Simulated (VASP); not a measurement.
Data:

```yaml
crystal:
  lattice:
    - [4.22445, 2.11033, 2.11033]
    - [2.11033, 4.22445, 2.11033]
    - [2.11033, 2.11033, 4.22445]
  atoms:
    - { symbol: Ni, position: [0.00000, 0.00000, 0.00000], spin: 2.0 }
    - { symbol: Ni, position: [0.50000, 0.50000, 0.50000], spin: -2.0 }
    - { symbol: O, position: [0.25000, 0.25000, 0.25000] }
    - { symbol: O, position: [0.75000, 0.75000, 0.75000] }
```

The numbers are results of revPBE GGA, VASP's PBE PAW potentials (set 64) (plane waves; VASP 6.6.1), not measurements. Numerical set-up: 520 eV cut-off, 8×8×8 Γ-centred mesh, Gaussian smearing of 0.050 eV, potentials Ni O.

Q: Estimate the cell moment, energy per atom (σ→0).

A: 
cell moment: 0.00 μB
energy per atom (σ→0): -5.502 eV/atom

Q: Give the moment on each site (PAW-sphere projection).

A: 
```tsv
site	moment (μB)
Ni1	1.38
Ni2	-1.38
O3	0.00
O4	0.00
```

The compound is NiO in the rock salt, AFM-II order structure. It was relaxed first. The start is the result of an earlier pass.
